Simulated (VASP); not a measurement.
TiAl (relaxed from the CsCl type structure, space group Pm-3m): computed properties

Level of theory: r2SCAN meta-GGA, VASP's PBE PAW potentials (set 64) (plane waves; VASP).

```
Property                                                              Result
----------------------------------  ----------------------------------------
space group                                                      Pm-3m (221)
cell                                 a = b = c = 3.169 Å, α = β = γ = 90.00°
volume per atom                                                15.91 Å³/atom
band gap (over mesh and band path)  none (metal, semimetal or under 0.01 eV)
density                                                           3.91 g/cm³
```

```
CELL_PARAMETERS angstrom
      3.16891     0.00000     0.00000
      0.00000     3.16891     0.00000
      0.00000     0.00000     3.16891
ATOMIC_POSITIONS crystal
  Ti 0.00000 0.00000 0.00000
  Al 0.50000 0.50000 0.50000
```

The structure was generated: TiAl was put into the CsCl type type (Pm-3m), which need not be its known phase. It was relaxed first, which changed the volume by -35 %. Symmetry was kept, so distortions that lower it aren't found. The electron count is odd and the run is not spin-polarised, which forces a metal.
